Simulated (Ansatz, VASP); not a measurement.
# Si3N4 (amorphous silicon nitride) in two plane-wave programs

One calculation is typed for both programs; each brings its own data sets. How far apart do they land? Of the first pair: The structure shown is the start of the Ansatz relaxation below; VASP solves that cell, so the two are compared at the walk's first step.

Calculated with Ansatz 0.2.0; plane waves, with VASP 6.6.1 beside it; single point at PBE.

### Step 1. The starting structure

The cell holds 77 atoms: 33 Si and 44 N. Cell: a = 9.345 Å, b = 9.345 Å, c = 9.345 Å, α = 90.0°, β = 90.0°, γ = 90.0°. As first built, before any earlier steps moved the atoms (in the runner's words): 77 atoms (33 Si, 44 N) placed at random at 3.14 g/cm^3 and pushed apart to contact distance.

Structure file:

```cif
data_structure
_symmetry_space_group_name_H-M 'P 1'
_symmetry_Int_Tables_number 1
_cell_length_a 9.3449
_cell_length_b 9.3449
_cell_length_c 9.3449
_cell_angle_alpha 90.000
_cell_angle_beta 90.000
_cell_angle_gamma 90.000
_cell_volume 816.06
loop_
_atom_site_label
_atom_site_type_symbol
_atom_site_fract_x
_atom_site_fract_y
_atom_site_fract_z
_atom_site_occupancy
Si1 Si 0.95142 0.24133 0.29007 1
Si2 Si 0.70802 0.05000 0.33036 1
Si3 Si 0.44081 0.07492 0.12121 1
Si4 Si 0.13077 0.45479 0.43884 1
Si5 Si 0.69108 0.57532 0.58601 1
Si6 Si 0.87645 0.24749 0.95205 1
Si7 Si 0.60722 0.02184 0.93163 1
Si8 Si 0.19395 0.18123 0.58591 1
Si9 Si 0.20950 0.60345 0.69347 1
Si10 Si 0.77003 0.95246 0.63455 1
Si11 Si 0.47428 0.08060 0.62500 1
Si12 Si 0.09373 0.87673 0.60566 1
Si13 Si 0.42699 0.76928 0.58970 1
Si14 Si 0.20556 0.02037 0.33335 1
Si15 Si 0.82909 0.52296 0.31054 1
Si16 Si 0.67288 0.76699 0.17531 1
Si17 Si 0.69981 0.29829 0.47109 1
Si18 Si 0.19617 0.68958 0.25048 1
Si19 Si 0.88446 0.78788 0.39218 1
Si20 Si 0.25107 0.44348 0.03485 1
Si21 Si 0.89985 0.87571 0.84353 1
Si22 Si 0.43987 0.56351 0.34139 1
Si23 Si 0.98554 0.05533 0.09349 1
Si24 Si 0.59496 0.33495 0.18447 1
Si25 Si 0.56601 0.70564 0.87579 1
Si26 Si 0.39125 0.26777 0.38789 1
Si27 Si 0.13528 0.26638 0.87668 1
Si28 Si 0.98464 0.58200 0.91166 1
Si29 Si 0.94592 0.71548 0.10665 1
Si30 Si 0.41666 0.71706 0.07057 1
Si31 Si 0.65800 0.35556 0.86825 1
Si32 Si 0.94389 0.39749 0.68753 1
Si33 Si 0.40451 0.33139 0.78389 1
N34 N 0.50590 0.82910 0.75215 1
N35 N 0.85085 0.68753 0.81298 1
N36 N 0.60522 0.13688 0.20194 1
N37 N 0.88201 0.22150 0.13127 1
N38 N 0.23452 0.30686 0.46838 1
N39 N 0.48490 0.94770 0.49666 1
N40 N 0.32968 0.16862 0.71370 1
N41 N 0.02411 0.13201 0.92970 1
N42 N 0.79445 0.62058 0.16404 1
N43 N 0.26463 0.61851 0.08236 1
N44 N 0.77061 0.40098 0.60620 1
N45 N 0.64660 0.96731 0.49356 1
N46 N 0.65148 0.83924 0.00074 1
N47 N 0.24794 0.57142 0.37341 1
N48 N 0.69476 0.40340 0.32017 1
N49 N 0.05461 0.09107 0.26747 1
N50 N 0.31861 0.28520 0.96553 1
N51 N 0.78252 0.88624 0.27444 1
N52 N 0.08976 0.43030 0.94407 1
N53 N 0.17833 0.01776 0.52024 1
N54 N 0.92089 0.88933 0.54341 1
N55 N 0.36798 0.90300 0.12252 1
N56 N 0.57763 0.96654 0.75227 1
N57 N 0.24704 0.74379 0.58085 1
N58 N 0.60944 0.40962 0.02638 1
N59 N 0.82769 0.16600 0.41607 1
N60 N 0.71940 0.17174 0.86916 1
N61 N 0.33866 0.12420 0.27747 1
N62 N 0.85409 0.41507 0.86103 1
N63 N 0.07203 0.25718 0.69822 1
N64 N 0.53113 0.23267 0.51973 1
N65 N 0.12388 0.69980 0.83198 1
N66 N 0.80641 0.63340 0.45635 1
N67 N 0.06567 0.84715 0.78166 1
N68 N 0.51439 0.69065 0.22652 1
N69 N 0.71068 0.66592 0.76951 1
N70 N 0.32984 0.48288 0.74521 1
N71 N 0.94913 0.88771 0.02999 1
N72 N 0.98631 0.41147 0.33011 1
N73 N 0.05931 0.51983 0.60211 1
N74 N 0.26014 0.86696 0.24232 1
N75 N 0.51672 0.62498 0.50817 1
N76 N 0.02360 0.71431 0.28447 1
N77 N 0.43621 0.39782 0.26140 1
```

### Step 2. Ansatz: relaxation, PBE

Ansatz runs on its default PAW (the set named soft_2) files.

The two programs are compared at the cell with which this relaxation starts, whose forces are those of its first step.

input.yaml

```yaml
crystal:
  lattice:
    - [9.3449, 0.0, 0.0]
    - [0.0, 9.3449, 0.0]
    - [0.0, 0.0, 9.3449]
  atoms:
    - { symbol: Si, position: [0.95142, 0.24133, 0.29007] }
    - { symbol: Si, position: [0.70802, 0.05, 0.33036] }
    - { symbol: Si, position: [0.44081, 0.07492, 0.12121] }
    - { symbol: Si, position: [0.13077, 0.45479, 0.43884] }
    - { symbol: Si, position: [0.69108, 0.57532, 0.58601] }
    - { symbol: Si, position: [0.87645, 0.24749, 0.95205] }
    - { symbol: Si, position: [0.60722, 0.02184, 0.93163] }
    - { symbol: Si, position: [0.19395, 0.18123, 0.58591] }
    - { symbol: Si, position: [0.2095, 0.60345, 0.69347] }
    - { symbol: Si, position: [0.77003, 0.95245, 0.63455] }
    - { symbol: Si, position: [0.47428, 0.0806, 0.625] }
    - { symbol: Si, position: [0.09373, 0.87673, 0.60566] }
    - { symbol: Si, position: [0.42699, 0.76927, 0.5897] }
    - { symbol: Si, position: [0.20556, 0.02038, 0.33335] }
    - { symbol: Si, position: [0.82909, 0.52296, 0.31054] }
    - { symbol: Si, position: [0.67288, 0.76698, 0.17531] }
    - { symbol: Si, position: [0.69981, 0.29829, 0.47109] }
    - { symbol: Si, position: [0.19617, 0.68959, 0.25048] }
    - { symbol: Si, position: [0.88446, 0.78788, 0.39218] }
    - { symbol: Si, position: [0.25107, 0.44348, 0.03485] }
    - { symbol: Si, position: [0.89985, 0.87571, 0.84353] }
    - { symbol: Si, position: [0.43987, 0.56351, 0.34139] }
    - { symbol: Si, position: [0.98554, 0.05534, 0.0935] }
    - { symbol: Si, position: [0.59496, 0.33495, 0.18448] }
    - { symbol: Si, position: [0.56601, 0.70564, 0.87579] }
    - { symbol: Si, position: [0.39125, 0.26777, 0.38789] }
    - { symbol: Si, position: [0.13528, 0.26638, 0.87668] }
    - { symbol: Si, position: [0.98464, 0.582, 0.91166] }
    - { symbol: Si, position: [0.94592, 0.71548, 0.10665] }
    - { symbol: Si, position: [0.41665, 0.71706, 0.07057] }
    - { symbol: Si, position: [0.65799, 0.35556, 0.86825] }
    - { symbol: Si, position: [0.94389, 0.39749, 0.68753] }
    - { symbol: Si, position: [0.40451, 0.33139, 0.78389] }
    - { symbol: "N", position: [0.5059, 0.8291, 0.75215] }
    - { symbol: "N", position: [0.85085, 0.68753, 0.81298] }
    - { symbol: "N", position: [0.60522, 0.13688, 0.20194] }
    - { symbol: "N", position: [0.88201, 0.2215, 0.13127] }
    - { symbol: "N", position: [0.23452, 0.30686, 0.46838] }
    - { symbol: "N", position: [0.4849, 0.9477, 0.49666] }
    - { symbol: "N", position: [0.32968, 0.16862, 0.71371] }
    - { symbol: "N", position: [0.02411, 0.13201, 0.9297] }
    - { symbol: "N", position: [0.79446, 0.62058, 0.16404] }
    - { symbol: "N", position: [0.26463, 0.61851, 0.08235] }
    - { symbol: "N", position: [0.77061, 0.40098, 0.6062] }
    - { symbol: "N", position: [0.6466, 0.96731, 0.49356] }
    - { symbol: "N", position: [0.65148, 0.83924, 0.00074] }
    - { symbol: "N", position: [0.24794, 0.57142, 0.37341] }
    - { symbol: "N", position: [0.69476, 0.4034, 0.32017] }
    - { symbol: "N", position: [0.05461, 0.09107, 0.26747] }
    - { symbol: "N", position: [0.31861, 0.2852, 0.96553] }
    - { symbol: "N", position: [0.78252, 0.88624, 0.27444] }
    - { symbol: "N", position: [0.08976, 0.4303, 0.94407] }
    - { symbol: "N", position: [0.17833, 0.01776, 0.52024] }
    - { symbol: "N", position: [0.92089, 0.88933, 0.54341] }
    - { symbol: "N", position: [0.36798, 0.903, 0.12252] }
    - { symbol: "N", position: [0.57763, 0.96654, 0.75227] }
    - { symbol: "N", position: [0.24704, 0.74379, 0.58085] }
    - { symbol: "N", position: [0.60944, 0.40962, 0.02638] }
    - { symbol: "N", position: [0.82769, 0.166, 0.41607] }
    - { symbol: "N", position: [0.7194, 0.17174, 0.86916] }
    - { symbol: "N", position: [0.33866, 0.1242, 0.27747] }
    - { symbol: "N", position: [0.85409, 0.41507, 0.86103] }
    - { symbol: "N", position: [0.07203, 0.25718, 0.69822] }
    - { symbol: "N", position: [0.53114, 0.23267, 0.51973] }
    - { symbol: "N", position: [0.12388, 0.6998, 0.83198] }
    - { symbol: "N", position: [0.80641, 0.6334, 0.45634] }
    - { symbol: "N", position: [0.06567, 0.84715, 0.78166] }
    - { symbol: "N", position: [0.51439, 0.69065, 0.22652] }
    - { symbol: "N", position: [0.71068, 0.66592, 0.76951] }
    - { symbol: "N", position: [0.32984, 0.48288, 0.74521] }
    - { symbol: "N", position: [0.94913, 0.88771, 0.02999] }
    - { symbol: "N", position: [0.98631, 0.41146, 0.3301] }
    - { symbol: "N", position: [0.05931, 0.51983, 0.60211] }
    - { symbol: "N", position: [0.26014, 0.86696, 0.24232] }
    - { symbol: "N", position: [0.51672, 0.62498, 0.50817] }
    - { symbol: "N", position: [0.0236, 0.71431, 0.28447] }
    - { symbol: "N", position: [0.43621, 0.39782, 0.2614] }
kpoints:
  mp_grid: { grid: [1, 1, 1] }
hamiltonian:
  xc: pbe
scf:
  occupations: { method: fixed }
output:
  forces: true
  stress: true
relax:
  f_tol: 0.04
  max_steps: 60
  cell: { stress_tol: 0.1, fix: [alpha, beta, gamma] }
```

Run with:

```bash
$ ansatz run input.yaml --threads 8 --pin off --max-ram 15360MiB --backend cpu --events-out ev --progress --plain --runs-dir out
```

Numbers of over 12 decimals in the logs are rounded to 6 here.

Log:

```text
The last accepted step is kept in <dir> (removed where the run ends without a failure and the disk answers)
Engine: ansatz 0.2.0, x86_64-unknown-linux-gnu
Pseudopotentials: kind: paw
Pseudopotential: Si, paw, valence charge 4, recommended cutoff 420 eV (normal), Si.paw.azcp
Pseudopotential: N, paw, valence charge 5, recommended cutoff 420 eV (normal), N.paw.azcp
Functional definition: PBE
  parameter kappa = 0.804
  parameter beta = 0.066725
  exchange = pbe_x(kappa = kappa, mu = beta*pi^2/3)
  correlation = pbe_c(beta = beta)
Crystal: 77 atoms, lattice volume = 816.064 Å³
Basis set: ecut = 420 eV, 15895 PW (Γ), exchange–correlation on 128×128×128 points (8 copies of the dense FFT grid, shifted against one another)
Bands: 253, of which v1, the nominal top of the filled ones, is band 176 counted from 1 (175 counted from 0)
Symmetry: 1 space group operations
Space group: P1 (ITA 1), of the structure as read, at distance tolerance 9.3e-5 Å
k-points: 1
Non-local potential: Si, projectors of the file, l = 0: 2, l = 1: 2, l = 2: 2
Non-local potential: N, projectors of the file, l = 0: 2, l = 1: 2, l = 2: 1
PAW form: soft (Blöchl's): semilocal exchange-correlation on the pseudo side does not see the compensation charge
PAW one-centre angular grid: Si, 110 points (default); XC on 64 Gauss nodes
PAW one-centre angular grid: N, 110 points (default); XC on 64 Gauss nodes
Initial density: superposition of atomic densities (neutral atoms: chi_scale 0, normalization atom), corrected by the library's trained network
Initial wavefunctions: pseudopotential atomic-orbital guess
Functional: x = pbe(κ = 0.804, μ = 0.219515), c = pbe(β = 0.066725)
SCF iter   1: F=—  HF=-37907.569636 eV  |F-HF|=—  |Δ(HF+E_count)|=         —  Δρ=9.41e-3  dr2=1.24e0  ethr=1.77e-3  ⟨swp⟩=5.0  Hψ=996  notcnv=0  defer=75
preconditioner: auto → Resta (q_TF=auto, 2.372 Å⁻¹)  ε∞=4.3  [insulator: Δε(μ)=1.579 eV  Ē_g=13.348 eV  n_scr=178 (ndim 8)  ℏωp=24.4 eV  f_vac=0.013  ε∞_Penn≈4.3]
SCF iter   2: F=—  HF=-37907.308286 eV  |F-HF|=—  |Δ(HF+E_count)|=   2.61e-1  Δρ=4.63e-3  dr2=1.94e-1  ethr=3.53e-4  ⟨swp⟩=3.0  Hψ=398  notcnv=0  defer=75
SCF iter   3: F=—  HF=-37907.268930 eV  |F-HF|=—  |Δ(HF+E_count)|=   3.94e-2  Δρ=1.70e-3  dr2=3.56e-2  ethr=5.51e-5  ⟨swp⟩=3.0  Hψ=319  notcnv=0  defer=49
automatic band count: iteration 3 solves 227 bands in place of 253: the levels show a gap, and the empty bands left out lie too high to hold charge; the band table lists the bands solved (type scf.n_extra_bands for more)
SCF iter   4: F=—  HF=-37907.263190 eV  |F-HF|=—  |Δ(HF+E_count)|=   5.74e-3  Δρ=5.82e-4  dr2=3.09e-3  ethr=1.01e-5  ⟨swp⟩=3.0  Hψ=360  notcnv=0  defer=49
SCF iter   5: F=—  HF=-37907.263433 eV  |F-HF|=—  |Δ(HF+E_count)|=   2.43e-4  Δρ=2.88e-4  dr2=7.38e-4  ethr=8.79e-7  ⟨swp⟩=2.0  Hψ=359  notcnv=0  defer=49
SCF iter   6: F=—  HF=-37907.263474 eV  |F-HF|=—  |Δ(HF+E_count)|=   4.12e-5  Δρ=8.02e-5  dr2=6.85e-5  ethr=2.10e-7  ⟨swp⟩=2.0  Hψ=356  notcnv=0  defer=48
SCF iter   7: F=—  HF=-37907.265046 eV  |F-HF|=—  |Δ(HF+E_count)|=   1.57e-3  Δρ=4.36e-5  dr2=1.79e-5  ethr=1.95e-8  ⟨swp⟩=2.0  Hψ=402  notcnv=0  defer=47
SCF iter   8: F=—  HF=-37907.265049 eV  |F-HF|=—  |Δ(HF+E_count)|=   2.69e-6  Δρ=1.46e-5  dr2=2.31e-6  ethr=5.09e-9  ⟨swp⟩=2.0  Hψ=357  notcnv=0  defer=47
SCF iter   9: F=—  HF=-37907.265051 eV  |F-HF|=—  |Δ(HF+E_count)|=   1.71e-6  Δρ=5.53e-6  dr2=3.37e-7  ethr=6.56e-10  ⟨swp⟩=3.0  Hψ=357  notcnv=0  defer=47
SCF iter  10: F=—  HF=-37907.265051 eV  |F-HF|=—  |Δ(HF+E_count)|=   2.56e-7  Δρ=3.88e-6  dr2=1.45e-7  ethr=2.84e-11  ⟨swp⟩=5.0  Hψ=866  notcnv=0
SCF iter  11: F=-37907.265051 eV  HF=-37907.265051 eV  |F-HF|=1.07e-8  |Δ(HF+E_count)|=   2.53e-8  Δρ=9.71e-7  dr2=9.56e-9  ethr=2.84e-11  ⟨swp⟩=5.0  Hψ=724  notcnv=0
SCF 1 converged in 11 iterations: F = -37907.265051 eV  dr2 = 9.56e-9
  greatest PAW one-centre occupation: 0.807 electrons in one spin orbital (limit 2), on the N atom at site 40 (counted from 0), in its partial waves of l = 0
relax step   1: F+E_penalty+E_count = -37907.26505117 eV  Δ(F+E_penalty+E_count) = +0.000e0 eV  max|allowed force component| = 3.479e0 eV/Å  Δτ_max = 0.0000 Å  P = +7.041 GPa  Ω = 816.064 Å³  fix = [alpha, beta, gamma]  reactions: alpha -0.438, beta +0.681, gamma -0.033 GPa/rad  (11 SCF iters, dr2 threshold 1.00e-7 eV, accepted)
Crystal: 77 atoms, lattice volume = 839.043 Å³
Basis set: ecut = 420 eV, 16455 PW (Γ), exchange–correlation on 128×128×128 points (8 copies of the dense FFT grid, shifted against one another)
Initial density: handed on by an earlier stage of this run
Initial wavefunctions: those handed on with the density
iter 1 solved again at ethr=4.53e-4 eV; its pass at ethr=3.10e-3 eV (dr2=1.59e0 eV) is discarded
SCF iter   1: F=—  HF=-37912.015360 eV  |F-HF|=—  |Δ(HF+E_count)|=         —  Δρ=1.58e-2  dr2=1.62e0  ethr=4.53e-4  ⟨swp⟩=1.0  Hψ=793  notcnv=0  defer=45
[...]
atom  44  N      0.00599904    -0.00360416     0.00352094
  atom  45  N      0.01979061     0.00089558    -0.00091500
  atom  46  N     -0.00174438     0.00035821    -0.00419741
  atom  47  N     -0.00210100     0.00320030     0.00059858
  atom  48  N      0.00239973    -0.00288358    -0.00688504
  atom  49  N      0.00970678    -0.00150775    -0.00949883
  atom  50  N     -0.01095419    -0.00251174     0.00516613
  atom  51  N     -0.00503468     0.00410778     0.00321194
  atom  52  N      0.00626158    -0.00380702    -0.00463795
  atom  53  N      0.00116759     0.00486852    -0.00051081
  atom  54  N     -0.00377049    -0.00312696    -0.00344220
  atom  55  N      0.00532959     0.00380040    -0.00171081
  atom  56  N     -0.00281405     0.00884191    -0.00010757
  atom  57  N      0.00849662    -0.00385882     0.00595398
  atom  58  N      0.00270012    -0.00044298     0.00487419
  atom  59  N     -0.00058601     0.00018590    -0.00522018
  atom  60  N      0.00846421     0.00071468     0.00072135
  atom  61  N     -0.00233504    -0.00265436     0.00266335
  atom  62  N      0.00630908    -0.00877248     0.00234647
  atom  63  N      0.01033908    -0.00754350     0.00332494
  atom  64  N     -0.00026677     0.00063983    -0.00277197
  atom  65  N      0.00319822    -0.00825996    -0.00179568
  atom  66  N     -0.00321503     0.00148857    -0.00107152
  atom  67  N      0.00100731     0.00402078    -0.00410123
  atom  68  N      0.00101105    -0.00228461     0.00030395
  atom  69  N      0.00061252     0.01293711     0.00006212
  atom  70  N     -0.00222637     0.01190579    -0.00864290
  atom  71  N      0.00264777     0.00228856    -0.00907220
  atom  72  N      0.00198003     0.00261567     0.00429209
  atom  73  N      0.00772580     0.00158090    -0.00363115
  atom  74  N     -0.00305901     0.00249134     0.00345999
  atom  75  N     -0.00240557     0.00117327    -0.00316916
  atom  76  N     -0.00012621     0.00037064    -0.00909684
  atom  77  N      0.00535297    -0.00704865     0.00548312
  max |Σ_I F_I| component: 1.25e-5 eV/Å
--- Stress (GPa, compression-positive) ---
       -0.053667       0.395383      -0.420531
        0.395385      -0.056263       0.104865
       -0.420531       0.104866      -0.043446
  P = ⅓ Tr σ = -0.0511 GPa (-0.511 kbar)
--- Relaxed structure (16 steps of the walk, 11 accepted, 2 SCFs on fresh bases) ---
  F+E_penalty+E_count = -37915.20652666 eV   max|allowed force component| = 1.979e-2 eV/Å   (the final SCF, on the basis selected at the relaxed cell)
  cell:  # Å, volume = 861.0588 Å³
    - [9.606667, 0, 0]
    - [0, 9.323445, 0]
    - [0, 0, 9.613546]
  atoms:
    - { symbol: Si, position: [0.937568, 0.227855, 0.294344] }
    - { symbol: Si, position: [0.704379, 0.036938, 0.351664] }
    - { symbol: Si, position: [0.452772, 0.059350, 0.147403] }
    - { symbol: Si, position: [0.137089, 0.455327, 0.432410] }
    - { symbol: Si, position: [0.700604, 0.589368, 0.570768] }
    - { symbol: Si, position: [0.861299, 0.237670, 0.958170] }
    - { symbol: Si, position: [0.595139, 0.025653, 0.943553] }
    - { symbol: Si, position: [0.197208, 0.187713, 0.597137] }
    - { symbol: Si, position: [0.195989, 0.604513, 0.691041] }
    - { symbol: Si, position: [0.774608, 0.902307, 0.647475] }
    - { symbol: Si, position: [0.490703, 0.087241, 0.624846] }
    - { symbol: Si, position: [0.112090, 0.874940, 0.602435] }
    - { symbol: Si, position: [0.430204, 0.777126, 0.593177] }
    - { symbol: Si, position: [0.207006, 0.021102, 0.328696] }
    - { symbol: Si, position: [0.839670, 0.517637, 0.303474] }
    - { symbol: Si, position: [0.675917, 0.759426, 0.175292] }
    - { symbol: Si, position: [0.706805, 0.294549, 0.471649] }
    - { symbol: Si, position: [0.196501, 0.692912, 0.240599] }
    - { symbol: Si, position: [0.891036, 0.790491, 0.383415] }
    - { symbol: Si, position: [0.252797, 0.492853, -0.046385] }
    - { symbol: Si, position: [0.921321, 0.879963, 0.845980] }
    - { symbol: Si, position: [0.445800, 0.568146, 0.351943] }
    - { symbol: Si, position: [0.982292, 0.055918, 0.097123] }
    - { symbol: Si, position: [0.599352, 0.328656, 0.195244] }
    - { symbol: Si, position: [0.565291, 0.726098, 0.875607] }
    - { symbol: Si, position: [0.395221, 0.262007, 0.387242] }
    - { symbol: Si, position: [0.126012, 0.267994, 0.877119] }
    - { symbol: Si, position: [0.970075, 0.588500, 0.898559] }
    - { symbol: Si, position: [0.942889, 0.715658, 0.098371] }
    - { symbol: Si, position: [0.421948, 0.724110, 0.074610] }
    - { symbol: Si, position: [0.641139, 0.337459, 0.876282] }
    - { symbol: Si, position: [0.938809, 0.392455, 0.678994] }
    - { symbol: Si, position: [0.400217, 0.331145, 0.796255] }
    - { symbol: N, position: [0.471090, 0.839513, 0.765631] }
    - { symbol: N, position: [0.850594, 0.701551, 0.808344] }
    - { symbol: N, position: [0.602802, 0.130326, 0.230376] }
    - { symbol: N, position: [0.865931, 0.204011, 0.132310] }
    - { symbol: N, position: [0.239718, 0.307988, 0.468859] }
    - { symbol: N, position: [0.493184, 0.936135, 0.514021] }
    - { symbol: N, position: [0.347388, 0.177149, 0.699013] }
    - { symbol: N, position: [0.020077, 0.136688, 0.937703] }
    - { symbol: N, position: [0.795544, 0.623691, 0.156482] }
    - { symbol: N, position: [0.269654, 0.623068, 0.081747] }
    - { symbol: N, position: [0.770718, 0.410450, 0.596270] }
    - { symbol: N, position: [0.648927, 0.952663, 0.513538] }
    - { symbol: N, position: [0.637544, 0.843075, 0.00557434] }
    - { symbol: N, position: [0.257990, 0.577253, 0.363389] }
    - { symbol: N, position: [0.712738, 0.393166, 0.318653] }
    - { symbol: N, position: [0.053903, 0.082384, 0.258852] }
    - { symbol: N, position: [0.295821, 0.301712, 0.944592] }
    - { symbol: N, position: [0.769546, 0.883212, 0.276496] }
    - { symbol: N, position: [0.081703, 0.444571, 0.926021] }
    - { symbol: N, position: [0.182347, 0.022009, 0.513519] }
    - { symbol: N, position: [0.934061, 0.871406, 0.538807] }
    - { symbol: N, position: [0.366549, 0.896226, 0.132757] }
    - { symbol: N, position: [0.556655, 0.973887, 0.768185] }
    - { symbol: N, position: [0.251109, 0.748850, 0.587875] }
[...]
- { symbol: N, position: [0.329335, 0.510753, 0.779439] }
    - { symbol: N, position: [0.936240, 0.890464, 0.029949] }
    - { symbol: N, position: [0.992510, 0.406708, 0.326759] }
    - { symbol: N, position: [0.065735, 0.513111, 0.594574] }
    - { symbol: N, position: [0.261072, 0.865923, 0.237993] }
    - { symbol: N, position: [0.521831, 0.623582, 0.521521] }
    - { symbol: N, position: [0.021715, 0.725526, 0.265769] }
    - { symbol: N, position: [0.454137, 0.396326, 0.287576] }
```

(Part 1 of 3 ends here.)

[Lines on the potential files, build, host, timing and source positions are cut from VASP's logs without a mark.]

[Logs are printed without paths, hosts, clocks, repeated set-up lines and the standing remarks that a program may print on its own settings, such as how far it seeks lower states.]

[Hosts, paths, dates, database ids (printed as entryN), source tags and the programs' standing remarks are cut or masked in the printed files.]
